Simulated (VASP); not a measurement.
The system is SbC.

```
Sb C
1.0
     3.11468    0.00000    0.00000
     0.00000    3.11468    0.00000
     0.00000    0.00000    3.11468
Sb C
1 1
Cartesian
  1.5573 1.5573 1.5573
  0.0000 0.0000 0.0000
```

The cell was built by a generator and needn't be a form met in nature.

```yaml
Program: VASP 6.6.1
Task: relaxation of cell and atoms
Functional: PBEsol
Dispersion: rVV10
Potentials_or_basis: VASP PAW PBE potentials, release 64 (Sb, C)
Cutoff: 600 eV
k_mesh: 9 × 9 × 9
Occupations: fermi-dirac, width 0.05 eV
Spin: no spin polarisation
```

At the start: pressure -5.7 GPa; volume 15.11 Å³/atom.

Problem. How do energy, volume and symmetry change on relaxing?

Solution. Over 3 steps the energy falls by 14.8 meV/atom and the volume is 14.32 Å³/atom (-5.2 %); space group Pm-3m (No. 221, to 0.05 Å).

The path:
```csv
step,energy change (eV),largest force (eV/Å),pressure (GPa),volume (Å³)
1,0.0000,0.0000,-5.74,30.22
2,-0.0227,0.0000,3.09,27.91
3,-0.0296,0.0000,0.03,28.63
```

Final structure:
```
Sb C
1.0
     3.05923    0.00000    0.00000
     0.00000    3.05923    0.00000
     0.00000    0.00000    3.05923
Sb C
1 1
Direct
  0.50000 0.50000 0.50000
  0.00000 0.00000 0.00000
```

Caveat: the PAW data sets were made with another functional, which shifts forces and pressure a little.
